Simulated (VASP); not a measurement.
# BeCd2S3 (Cc) in VASP: relaxation of cell and atoms with PBE

Aim: the relaxation of cell and atoms of BeCd2S3 with PBE.

Everything below comes from runs of VASP 6.6.1. Logs are shortened: lines on timing, memory, paths and dates and some standing lists are left out, and cuts for length are marked.

**1. The crystal as given**

Symmetry: Cc, No. 9, monoclinic system. Conventional cell: a = 6.791 Å, b = 11.948 Å, c = 6.687 Å, α = 90.00°, β = 107.91°, γ = 90.00°. Be (site symmetry 1) is surrounded by 4 S at 2.12 to 2.20 Å. Cd (site symmetry 1) has 4 S at 2.55 to 2.58 Å as nearest neighbours. Cd (site symmetry 1) has 4 S at 2.55 to 2.58 Å as nearest neighbours. Around S (site symmetry 1) lie 1 Be at 2.12 Å. S (site symmetry 1) has 2 Be at 2.16 to 2.20 Å as nearest neighbours. S (site symmetry 1) is surrounded by 1 Be at 2.12 Å.

The cell was built by a generator and needn't be a form met in nature.

**2. Relaxation of cell and atoms, PBE**

The input, INCAR:

```
ALGO = Normal
EDIFF = 1E-6
EDIFFG = -0.01
ENCUT = 520
GGA = PE
IBRION = 2
ISIF = 3
ISMEAR = 0
KPAR = 4
LASPH = T
LCHARG = F
LREAL = F
LWAVE = F
NELM = 120
NSW = 90
PREC = Accurate
SIGMA = 0.03
```

The input, KPOINTS:

```
k-points
0
Gamma
  4 4 4
```

The input, POSCAR:

```
BeCd2S3
1.0
    3.3954136700     -5.9740000000      0.0000000000
    3.3954136700      5.9740000000      0.0000000000
   -2.0559306400      0.0000000000      6.3628668200
Be Cd S
2 4 6
Direct
    0.0776179100      0.9270592300      0.5047007900
    0.9270592300      0.0776179100      0.0047007900
    0.4209561400      0.5911205900      0.5029010800
    0.7570427300      0.2405650600      0.5019163800
    0.5911205900      0.4209561400      0.0029010800
    0.2405650600      0.7570427300      0.0019163800
    0.4140403000      0.2449011000      0.6036461300
    0.8392104600      0.9620029600      0.6598008800
    0.1119286900      0.6634121900      0.6014077100
    0.2449011000      0.4140403000      0.1036461300
    0.9620029600      0.8392104600      0.1598008800
    0.6634121900      0.1119286900      0.1014077100
```

Potentials or basis: VASP PAW PBE potentials, release 64 (Be, Cd, S).

On the command line:

```
> cat potpaw_PBE.64/Be/POTCAR potpaw_PBE.64/Cd/POTCAR potpaw_PBE.64/S/POTCAR > POTCAR
> mpirun -np 4 vasp_std > vasp.out
```

OUTCAR:

```text
EDIFF = 1E-6
   EDIFFG = -0.01
   ENCUT = 520
   GGA = PE
   IBRION = 2
   ISIF = 3
   ISMEAR = 0
   LASPH = T
   LREAL = F
   NELM = 120
   NSW = 90
   PREC = Accurate

 ion  position               nearest neighbor table
   1  0.078  0.927  0.505-   7 2.12   9 2.12   8 2.16  11 2.20
   2  0.927  0.078  0.005-  10 2.12  12 2.12  11 2.16   8 2.20
   3  0.421  0.591  0.503-   7 2.55   9 2.57  10 2.57   8 2.58
   4  0.757  0.241  0.502-   9 2.55  12 2.56   7 2.56   8 2.58
   5  0.591  0.421  0.003-  10 2.55  12 2.57   7 2.57  11 2.58
   6  0.241  0.757  0.002-  12 2.55   9 2.56  10 2.56  11 2.58
   7  0.414  0.245  0.604-   1 2.12   3 2.55   4 2.56   5 2.57
   8  0.839  0.962  0.660-   1 2.16   2 2.20   3 2.58   4 2.58
   9  0.112  0.663  0.601-   1 2.12   4 2.55   6 2.56   3 2.57
  10  0.245  0.414  0.104-   2 2.12   5 2.55   6 2.56   3 2.57
  11  0.962  0.839  0.160-   2 2.16   1 2.20   5 2.58   6 2.58
  12  0.663  0.112  0.101-   2 2.12   6 2.55   4 2.56   5 2.57

  LATTYP: Found a base centered monoclinic cell.
 ALAT       =     6.7908273400
 B/A-ratio  =     1.7594321578
 C/A-ratio  =     0.9846771318
 COS(beta)  =    -0.3074623332

  Lattice vectors:

 A1 = (   3.3954136700,  -5.9740000000,   0.0000000000)
 A2 = (   3.3954136700,   5.9740000000,   0.0000000000)
 A3 = (  -2.0559306400,   0.0000000000,   6.3628668200)

Analysis of symmetry for initial positions (statically):
=====================================================================
 Subroutine PRICEL returns:
 Original cell was already a primitive cell.

 Routine SETGRP: Setting up the symmetry group for a
 base centered monoclinic supercell.

 Subroutine GETGRP returns: Found  2 space group operations
 (whereof  1 operations were pure point group operations)
 out of a pool of  4 trial point group operations.

The static configuration has the point symmetry C_1 .
 The point group associated with its full space group is C_1h.

Analysis of symmetry for dynamics (positions and initial velocities):
=====================================================================
 Subroutine PRICEL returns:
 Original cell was already a primitive cell.

 Routine SETGRP: Setting up the symmetry group for a
 base centered monoclinic supercell.

 Subroutine GETGRP returns: Found  2 space group operations
 (whereof  1 operations were pure point group operations)
 out of a pool of  4 trial point group operations.

The dynamic configuration has the point symmetry C_1 .
 The point group associated with its full space group is C_1h.

 Subroutine INISYM returns: Found  2 space group operations
 (whereof  1 operations are pure point group operations),
 and found     1 'primitive' translations

----------------------------------------------------------------------------------------

                                     Primitive cell

  volume of cell :     258.1313

  direct lattice vectors                    reciprocal lattice vectors
     3.395413670 -5.974000000  0.000000000     0.147257462 -0.083696016  0.047580931
     3.395413670  5.974000000  0.000000000     0.147257462  0.083696016  0.047580931
    -2.055930640  0.000000000  6.362866820     0.000000000  0.000000000  0.157161862

  length of vectors
     6.871499836  6.871499836  6.686772388     0.175936717  0.175936717  0.157161862

  position of ions in fractional coordinates (direct lattice)
     0.077617910  0.927059230  0.504700790
     0.927059230  0.077617910  0.004700790
     0.420956140  0.591120590  0.502901080
     0.757042730  0.240565060  0.501916380
     0.591120590  0.420956140  0.002901080
     0.240565060  0.757042730  0.001916380
     0.414040300  0.244901100  0.603646130
     0.839210460  0.962002960  0.659800880
     0.111928690  0.663412190  0.601407710
     0.244901100  0.414040300  0.103646130
     0.962002960  0.839210460  0.159800880
     0.663412190  0.111928690  0.101407710

  ion indices of the primitive-cell ions
   primitive index   ion index
                 1           1
                 2           2
                 3           3
                 4           4
                 5           5
                 6           6
                 7           7
                 8           8
                 9           9
                10          10
                11          11
                12          12

----------------------------------------------------------------------------------------

 KPOINTS: k-points

Automatic generation of k-mesh.
 Grid dimensions read from file:
 generate k-points for:    4    4    4

 Generating k-lattice:

  Cartesian coordinates                     Fractional coordinates (reciprocal lattice)
     0.036814366 -0.020924004  0.011895233     0.250000000  0.000000000  0.000000000
     0.036814366  0.020924004  0.011895233     0.000000000  0.250000000  0.000000000
     0.000000000  0.000000000  0.039290466     0.000000000  0.000000000  0.250000000

  Length of vectors
     0.043984179  0.043984179  0.039290466

  Shift w.r.t. Gamma in fractional coordinates (k-lattice)
     0.000000000  0.000000000  0.000000000

 Subroutine IBZKPT returns following result:
 ===========================================

 Found     24 irreducible k-points:

 Following reciprocal coordinates:
            Coordinates               Weight
  0.000000  0.000000  0.000000      1.000000
  0.250000  0.000000  0.000000      4.000000
  0.500000  0.000000  0.000000      2.000000
  0.250000  0.250000  0.000000      2.000000
  0.500000  0.250000  0.000000      4.000000
 -0.250000  0.250000  0.000000      2.000000
[... 16 lines left out ...]
 -0.250000  0.250000  0.500000      2.000000
  0.500000  0.500000  0.500000      1.000000
   k-points           NKPTS =     24   k-points in BZ     NKDIM =     24   number of bands    NBANDS=     52
   number of dos      NEDOS =    301   number of ions     NIONS =     12
   total plane-waves  NPLWV = 145800
   dimension x,y,z NGX =    54 NGY =   54 NGZ =   50
   dimension x,y,z NGXF=   108 NGYF=  108 NGZF=  100
   ions per type =               2   4   6
   NGX,Y,Z   is equivalent  to a cutoff of  13.06, 13.06, 12.43 a.u.
   NGXF,Y,Z  is equivalent  to a cutoff of  26.13, 26.13, 24.86 a.u.
 SYSTEM =  unknown system
   PREC   = accura    normal or accurate (medium, high low for compatibility)
   ISTART =      0    job   : 0-new  1-cont  2-samecut
   ICHARG =      2    charge: 1-file 2-atom 10-const
   ISPIN  =      1    spin polarized calculation?
   LNONCOLLINEAR =      F non collinear calculations
   LSORBIT =      F    spin-orbit coupling
   LASPH  =      T    aspherical Exc in radial PAW
   ENCUT  =  520.0 eV  38.22 Ry    6.18 a.u.  12.78 12.78 12.43*2*pi/ulx,y,z
   NELM   =    120;   NELMIN=  2; NELMDL= -5     # of ELM steps
   EDIFF  = 0.1E-05   stopping-criterion for ELM
   LREAL  =      F    real-space projection
   EDIFFG = -.1E-01   stopping-criterion for IOM
   NSW    =     90    number of steps for IOM
   IBRION =      2    ionic relax: 0-MD 1-quasi-New 2-CG
   NFREE  =      1    steps in history (QN), initial steepest desc. (CG)
   ISIF   =      3    stress and relaxation
   ISYM   =      2    0-nonsym 1-usesym 2-fastsym
   POTIM  = 0.5000    time-step for ionic-motion
   TEBEG  =    0.0;   TEEND  =   0.0 temperature during run
   PSTRESS=    0.0 pullay stress
   NELECT =      88.0000    total number of electrons
   NUPDOWN=      -1.0000    fix difference up-down
   EMIN   =  10.00;   EMAX   =-10.00  energy-range for DOS
   EFERMI =   0.00;   METHOD = LEGACY
   ISMEAR =     0;   SIGMA  =   0.03  broadening in eV -4-tet -1-fermi 0-gaus
   EFERMI_NEDOS =   21; number of points for ismear=-14 and -15
   IALGO  =     38    algorithm
   IMIX   =      4    mixing-type and parameters
     AMIX     =   0.40;   BMIX     =  1.00
     AMIX_MAG =   1.60;   BMIX_MAG =  1.00
  volume/ion in A,a.u.               =      21.51       145.16
  Fermi-wavevector in a.u.,A,eV,Ry     =   1.143639  2.161164 17.795186  1.307909
  Thomas-Fermi vector in A             =   2.280333
   LORBIT       =      0    0 simple, 1 ext, 2 COOP (PROOUT), +10 PAW based schemes
   GGA     = PE    functional components
   LHFCALC =     F    Hartree Fock is set to
   AEXX    =    0.0000 exact exchange contribution
   IVDW    =     0    specifies the selected vdW correction
   LEPSILON=     F    determine dielectric tensor
   LRPA    =     F    only Hartree local field effects (RPA)
 conjugate gradient relaxation of ions
 non-spin polarized calculation
 Gauss-broadening in eV      SIGMA  =   0.03
  energy-cutoff  :      520.00
  volume of cell :      258.13
 maximum number of plane-waves:      6968
 NGX is ok and might be reduce to    54
   NGX = 25   NGY = 25   NGZ = 25

--------------------------------------- Ionic step        1  -------------------------------------------

 number of electron      87.9999999 magnetization

 Free energy of the ion-electron system (eV)
  ---------------------------------------------------
  ext. energy  EPLUGINS =         0.00000000
  ---------------------------------------------------
  free energy    TOTEN  =       -44.08551453 eV

  energy without entropy =      -44.08551453  energy(sigma->0) =      -44.08551453

------------------------ aborting loop because EDIFF is reached ----------------------------------------

  FORCE on cell =-STRESS in cart. coord.  units (eV):
  Direction    XX          YY          ZZ          XY          YZ          ZX
  --------------------------------------------------------------------------------------
  -------------------------------------------------------------------------------------
  Total       -0.2403630     -0.3350134     -0.3421922      0.0000000      0.0000000      0.0155658
  in kB       -1.4918925     -2.0793711     -2.1239285      0.0000000      0.0000000      0.0966144
  external PRESSURE =      -1.8983973 kB  Pullay stress =       0.0000000 kB
[... 119 lines left out ...]
  FREE ENERGIE OF THE ION-ELECTRON SYSTEM (eV)
  ---------------------------------------------------
  free  energy   TOTEN  =       -44.0871048574 eV

  energy  without entropy=      -44.0871048574  energy(sigma->0) =      -44.08710486

[... ionic steps 4 to 7 ...]

--------------------------------------- Ionic step        8  -------------------------------------------

 number of electron      87.9999989 magnetization

------------------------ aborting loop because EDIFF is reached ----------------------------------------

  FORCE on cell =-STRESS in cart. coord.  units (eV):
  Direction    XX          YY          ZZ          XY          YZ          ZX
  --------------------------------------------------------------------------------------
  -------------------------------------------------------------------------------------
  Total        0.0379756     -0.0020846     -0.0444355      0.0000000      0.0000000      0.0189222
  in kB        0.2363846     -0.0129760     -0.2765950      0.0000000      0.0000000      0.1177837
  external PRESSURE =      -0.0177288 kB  Pullay stress =       0.0000000 kB
[... 77 lines left out ...]
  energy  without entropy=      -44.0896286749  energy(sigma->0) =      -44.08962867

--------------------------------------- Ionic step       10  -------------------------------------------

 number of electron      87.9999989 magnetization

 Free energy of the ion-electron system (eV)
  ---------------------------------------------------
  ext. energy  EPLUGINS =         0.00000000
  ---------------------------------------------------
  free energy    TOTEN  =       -44.08969049 eV

  energy without entropy =      -44.08969049  energy(sigma->0) =      -44.08969049

 E-fermi :   1.9995     XC(G=0):  -9.3172

 val. band max:        1.8670826327   @ k =   0.0000   0.0000   0.0000
 cond. band min:       3.6857911058   @ k =   0.0000   0.0000   0.0000
 fundamental gap:      1.8187084731
 Fermi energy:         1.9994902803

 k-point     1 :       0.0000    0.0000    0.0000
  band No.  band energies     occupation
      1     -10.7345      2.00000
      2     -10.0205      2.00000
      3      -9.7775      2.00000
      4      -9.7536      2.00000
      5      -9.7482      2.00000
      6      -9.7205      2.00000
[... 1348 lines left out ...]
  FREE ENERGIE OF THE ION-ELECTRON SYSTEM (eV)
  ---------------------------------------------------
  free  energy   TOTEN  =       -44.0896904867 eV

  energy  without entropy=      -44.0896904867  energy(sigma->0) =      -44.08969049

 reached required accuracy - stopping structural energy minimisation
```

Wall time 14 min (4 MPI ranks of Intel Xeon Platinum 8259CL at 2.50GHz (Skylake/Cascade Lake), shared host); peak memory 0.56 GiB.

Results:

| Item | Value |
| --- | --- |
| Free energy | -44.0897 eV |
| Relaxed volume | 21.45 Å³/atom |
| Relaxed cell | a = 6.866 Å, b = 6.866 Å, c = 6.688 Å, α = 98.71°, β = 98.71°, γ = 120.92° |
| Space group after relaxing (to 0.05 Å) | Cc (No. 9) |
| Energy gained by relaxing | 0.3 meV/atom |
| Ionic steps | 10 |
| Pressure after relaxing | 0.0 GPa |
| Largest force after relaxing | 0.010 eV/Å |
| Band gap on the k mesh | 1.82 eV, direct |

Forces on the atoms (eV/Å):
```
Be   0.001 -0.001  0.002
Be   0.001  0.001  0.002
Cd   0.009 -0.004  0.003
Cd   0.000 -0.002  0.003
Cd   0.009  0.004  0.003
Cd   0.000  0.002  0.003
S   -0.003 -0.001 -0.003
S   -0.003 -0.003  0.001
S   -0.003 -0.003 -0.006
S   -0.003  0.001 -0.003
S   -0.003  0.003  0.001
S   -0.003  0.003 -0.006
```

Step by step:
| step | energy change (eV) | largest force (eV/Å) | pressure (GPa) | volume (Å³) |
| --- | --- | --- | --- | --- |
| 1 | 0.0000 | 0.0826 | -0.19 | 258.13 |
| 2 | -0.0015 | 0.0447 | 0.05 | 257.18 |
| 3 | -0.0016 | 0.0417 | 0.11 | 256.96 |
| 4 | -0.0024 | 0.0353 | 0.06 | 257.17 |
| 5 | -0.0031 | 0.0353 | -0.05 | 257.61 |
| 6 | -0.0038 | 0.0261 | -0.02 | 257.48 |
| 7 | -0.0039 | 0.0218 | 0.01 | 257.36 |
| 8 | -0.0041 | 0.0120 | 0.00 | 257.39 |
| 9 | -0.0041 | 0.0143 | 0.00 | 257.40 |
| 10 | -0.0042 | 0.0099 | -0.01 | 257.39 |

Final structure:
```yaml
crystal:
  lattice:
    - [3.38513, -5.97370, -0.00119]
    - [3.38513, 5.97370, -0.00119]
    - [-2.05193, 0.00000, 6.36496]
  atoms:
    - { symbol: Be, position: [0.07897, 0.92833, 0.50583] }
    - { symbol: Be, position: [0.92833, 0.07897, 0.00583] }
    - { symbol: Cd, position: [0.41842, 0.59078, 0.50174] }
    - { symbol: Cd, position: [0.75683, 0.23684, 0.50058] }
    - { symbol: Cd, position: [0.59078, 0.41842, 0.00174] }
    - { symbol: Cd, position: [0.23684, 0.75683, 0.00058] }
    - { symbol: S, position: [0.41699, 0.24683, 0.60308] }
    - { symbol: S, position: [0.83959, 0.96154, 0.66131] }
    - { symbol: S, position: [0.11125, 0.66348, 0.60184] }
    - { symbol: S, position: [0.24683, 0.41699, 0.10308] }
    - { symbol: S, position: [0.96154, 0.83959, 0.16131] }
    - { symbol: S, position: [0.66348, 0.11125, 0.10184] }
```

PBE gaps usually lie below the measured ones, often by a third to a half.
